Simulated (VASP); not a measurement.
Output of a VASP run:

OUTCAR:
```
 ion  position               nearest neighbor table
   1  0.000  0.217  0.667-   2 2.35   3 2.35
   2  0.783  0.783  0.000-   1 2.35   3 2.35
   3  0.217  0.000  0.333-   2 2.35   1 2.35
  LATTYP: Found a hexagonal cell.
 ALAT       =     4.4589363402
 C/A-ratio  =     1.1073331061
 Subroutine PRICEL returns:
 Original cell was already a primitive cell.
 Subroutine GETGRP returns: Found  6 space group operations
The static configuration has the point symmetry C_2 .
 The point group associated with its full space group is D_3 .
The dynamic configuration has the point symmetry C_2 .
 Subroutine INISYM returns: Found  6 space group operations
 Subroutine IBZKPT returns following result:
 Found     27 irreducible k-points:

 Following reciprocal coordinates:
            Coordinates               Weight
  0.000000  0.000000  0.000000      1.000000
  0.166667  0.000000  0.000000      6.000000
  0.333333  0.000000  0.000000      6.000000
  0.500000  0.000000  0.000000      3.000000
  0.166667  0.166667  0.000000      6.000000
  0.333333  0.166667  0.000000     12.000000
  0.333333  0.333333  0.000000      2.000000
  0.000000  0.000000  0.200000      2.000000
  0.166667  0.000000  0.200000      6.000000
  0.000000  0.166667  0.200000      6.000000
  0.333333  0.000000  0.200000      6.000000
  0.000000  0.333333  0.200000      6.000000
  0.500000  0.000000  0.200000      6.000000
  0.166667  0.166667  0.200000     12.000000
  0.333333  0.166667  0.200000     12.000000
 -0.166667  0.500000  0.200000     12.000000
  0.333333  0.333333  0.200000      4.000000
  0.000000  0.000000  0.400000      2.000000
  0.166667  0.000000  0.400000      6.000000
  0.000000  0.166667  0.400000      6.000000
  0.333333  0.000000  0.400000      6.000000
  0.000000  0.333333  0.400000      6.000000
  0.500000  0.000000  0.400000      6.000000
  0.166667  0.166667  0.400000     12.000000
  0.333333  0.166667  0.400000     12.000000
 -0.166667  0.500000  0.400000     12.000000
  0.333333  0.333333  0.400000      4.000000
   k-points           NKPTS =     27   k-points in BZ     NKDIM =     27   number of bands    NBANDS=     13
   number of dos      NEDOS =    301   number of ions     NIONS =      3
   total plane-waves  NPLWV =  51840
   dimension x,y,z NGX =    36 NGY =   36 NGZ =   40
   dimension x,y,z NGXF=    72 NGYF=   72 NGZF=   80
   ions per type =               3
   PREC   = accura    normal or accurate (medium, high low for compatibility)
   ISTART =      0    job   : 0-new  1-cont  2-samecut
   ICHARG =      2    charge: 1-file 2-atom 10-const
   ISPIN  =      1    spin polarized calculation?
   LNONCOLLINEAR =      F non collinear calculations
   LSORBIT =      F    spin-orbit coupling
   INIWAV =      1    electr: 0-lowe 1-rand  2-diag
   ENCUT  =  520.0 eV  38.22 Ry    6.18 a.u.   8.29  8.29  9.18*2*pi/ulx,y,z
   NELM   =    100;   NELMIN=  2; NELMDL= -5     # of ELM steps
   EDIFF  = 0.1E-06   stopping-criterion for ELM
   LREAL  =      F    real-space projection
   NLSPLINE    = F    spline interpolate recip. space projectors
   LMAXMIX     =    4 max onsite mixed and CHGCAR
   VOSKOWN=      0    Vosko Wilk Nusair interpolation
   EDIFFG = -.1E-01   stopping-criterion for IOM
   NSW    =     30    number of steps for IOM
   NBLOCK =      1;   KBLOCK =     30    inner block; outer block
   IBRION =      2    ionic relax: 0-MD 1-quasi-New 2-CG
   NFREE  =      1    steps in history (QN), initial steepest desc. (CG)
   ISIF   =      4    stress and relaxation
   ISYM   =      2    0-nonsym 1-usesym 2-fastsym
   TEIN   =    0.0    initial temperature
   TEBEG  =    0.0;   TEEND  =   0.0 temperature during run
   SMASS  =  -3.00    Nose mass-parameter (am)
   PSTRESS=    0.0 pullay stress
   NELECT =      18.0000    total number of electrons
   EFERMI =   0.00;   METHOD = LEGACY
   ISMEAR =     0;   SIGMA  =   0.05  broadening in eV -4-tet -1-fermi 0-gaus
...
```

### OSZICAR
```
...
DAV:   6    -0.429250608100E+02   -0.22266E-03   -0.19951E-04   712   0.139E-01    0.944E-03
DAV:   7    -0.429250686377E+02   -0.78277E-05   -0.11064E-05   847   0.341E-02    0.208E-03
DAV:   8    -0.429250703499E+02   -0.17122E-05   -0.25369E-06   732   0.173E-02    0.190E-03
DAV:   9    -0.429250710155E+02   -0.66560E-06   -0.56232E-07   732   0.867E-03    0.952E-04
DAV:  10    -0.429250712406E+02   -0.22506E-06   -0.62508E-08   441   0.280E-03    0.222E-04
DAV:  11    -0.429250711953E+02    0.45263E-07   -0.11354E-08   376   0.127E-03
   2 F= -.42925071E+02 E0= -.42925071E+02  d E =-.103788E-01
       N       E                     dE             d eps       ncg     rms          rms(c)
DAV:   1    -0.429250869094E+02   -0.15669E-04   -0.29776E-02   702   0.108E+00    0.102E-01
DAV:   2    -0.429252854290E+02   -0.19852E-03   -0.13635E-03   847   0.259E-01    0.249E-02
DAV:   3    -0.429252732805E+02    0.12148E-04   -0.29680E-05   797   0.456E-02    0.143E-02
DAV:   4    -0.429252699025E+02    0.33780E-05   -0.26785E-05   707   0.444E-02    0.485E-03
DAV:   5    -0.429252689911E+02    0.91134E-06   -0.14047E-05   712   0.397E-02    0.200E-03
DAV:   6    -0.429252754783E+02   -0.64872E-05   -0.60119E-06   707   0.243E-02    0.165E-03
DAV:   7    -0.429252756859E+02   -0.20756E-06   -0.32062E-07   842   0.576E-03    0.366E-04
DAV:   8    -0.429252757794E+02   -0.93536E-07   -0.78849E-08   456   0.310E-03
   3 F= -.42925276E+02 E0= -.42925276E+02  d E =-.105834E-01
       N       E                     dE             d eps       ncg     rms          rms(c)
DAV:   1    -0.429257731596E+02   -0.49747E-03   -0.17916E-02   702   0.829E-01    0.770E-02
DAV:   2    -0.429256149691E+02    0.15819E-03   -0.49076E-04   827   0.160E-01    0.399E-02
DAV:   3    -0.429256308587E+02   -0.15890E-04   -0.19460E-04   767   0.116E-01    0.152E-02
DAV:   4    -0.429256271103E+02    0.37484E-05   -0.34452E-05   722   0.565E-02    0.706E-03
DAV:   5    -0.429256335216E+02   -0.64112E-05   -0.25699E-05   702   0.561E-02    0.314E-03
DAV:   6    -0.429256360170E+02   -0.24954E-05   -0.10285E-05   712   0.328E-02    0.119E-03
DAV:   7    -0.429256380331E+02   -0.20161E-05   -0.20163E-06   732   0.150E-02    0.937E-04
DAV:   8    -0.429256379381E+02    0.94991E-07   -0.23262E-07   634   0.478E-03
   4 F= -.42925638E+02 E0= -.42925638E+02  d E =-.362159E-03
       N       E                     dE             d eps       ncg     rms          rms(c)
DAV:   1    -0.429264090954E+02   -0.77106E-03   -0.76535E-02   702   0.171E+00    0.160E-01
DAV:   2    -0.429257451063E+02    0.66399E-03   -0.20976E-03   832   0.330E-01    0.824E-02
DAV:   3    -0.429258058402E+02   -0.60734E-04   -0.81922E-04   757   0.238E-01    0.312E-02
DAV:   4    -0.429257971647E+02    0.86754E-05   -0.14551E-04   712   0.115E-01    0.146E-02
DAV:   5    -0.429258139544E+02   -0.16790E-04   -0.10905E-04   702   0.115E-01    0.635E-03
DAV:   6    -0.429258300154E+02   -0.16061E-04   -0.44940E-05   702   0.681E-02    0.245E-03
DAV:   7    -0.429258367311E+02   -0.67157E-05   -0.86686E-06   732   0.311E-02    0.190E-03
DAV:   8    -0.429258368591E+02   -0.12796E-06   -0.10095E-06   827   0.985E-03    0.101E-03
DAV:   9    -0.429258373062E+02   -0.44707E-06   -0.17508E-07   546   0.462E-03    0.720E-04
DAV:  10    -0.429258371524E+02    0.15377E-06   -0.85737E-08   506   0.275E-03    0.341E-04
DAV:  11    -0.429258372066E+02   -0.54212E-07   -0.27768E-09   366   0.535E-04
   5 F= -.42925837E+02 E0= -.42925837E+02  d E =-.561427E-03
```

OUTCAR:
```
------------------------ aborting loop because EDIFF is reached ----------------------------------------
  FORCE on cell =-STRESS in cart. coord.  units (eV):
  Direction    XX          YY          ZZ          XY          YZ          ZX
  --------------------------------------------------------------------------------------
  Total        0.1629593      0.1629593      0.1283219      0.0000000      0.0000000      0.0000000
  in kB        3.0710507      3.0710506      2.4182912      0.0000000      0.0000000      0.0000000
  external PRESSURE =       2.8534642 kB  Pullay stress =       0.0000000 kB
  volume of cell :       85.02
      direct lattice vectors                 reciprocal lattice vectors
     2.214379842 -3.835418378  0.000000000     0.225796853 -0.130363874  0.000000000
     2.214379842  3.835418378 -0.000000000     0.225796853  0.130363874 -0.000000000
     0.000000000  0.000000000  5.005043691     0.000000000  0.000000000  0.199798456
 POSITION                                       TOTAL-FORCE (eV/Angst)
 -----------------------------------------------------------------------------------
      2.70356     -2.98813      3.33670         0.001372      0.002376      0.000000
      3.45040      0.00000      0.00000        -0.002744      0.000000      0.000000
      2.70356      2.98813      1.66835         0.001372     -0.002376     -0.000000
 -----------------------------------------------------------------------------------
    total drift:                               -0.000202     -0.000444      0.000007
  FREE ENERGIE OF THE ION-ELECTRON SYSTEM (eV)
  ---------------------------------------------------
  free  energy   TOTEN  =       -42.9258372066 eV

  energy  without entropy=      -42.9258372066  energy(sigma->0) =      -42.92583721

 reached required accuracy - stopping structural energy minimisation
```
(Selected blocks of OUTCAR.)

File POSCAR:
```
Se
1
    2.2294681767    -3.8615521407     0.0000000000
    2.2294681767     3.8615521407     0.0000000000
    0.0000000000     0.0000000000     4.9375278276
Se
3
Direct
  0.0000000000   0.2172750145   0.6666670000
  0.7827249855   0.7827249855   0.0000000000
  0.2172750145   0.0000000000   0.3333330000
```

Problem. Reconstruct the remaining input files.

Solution. This is not unique; one that fits is the input of the run itself, r2SCAN meta-GGA, plane waves, VASP's PBE PAW potentials (set 64).

INCAR:
```
SYSTEM = Se
PREC = Accurate
ENCUT = 520
EDIFF = 1E-7
NELM = 100
ALGO = Normal
LREAL = .FALSE.
LASPH = .TRUE.
ISMEAR = 0
SIGMA = 0.05
METAGGA = R2SCAN
LMIXTAU = .TRUE.
LMAXMIX = 4
LWAVE = .FALSE.
LCHARG = .FALSE.
ISIF = 4
IBRION = 2
NSW = 30
EDIFFG = -0.01
```

### KPOINTS
```
kpoints
0
gamma
 6 6 5
```

POTCAR, in this order: Se (PBE.64 set). Program: vasp_std.

The compound is Se in the trig structure. This cell is one point of a volume scan, at 0.97 of the reference volume. Symmetry was kept, so distortions that lower it aren't found.
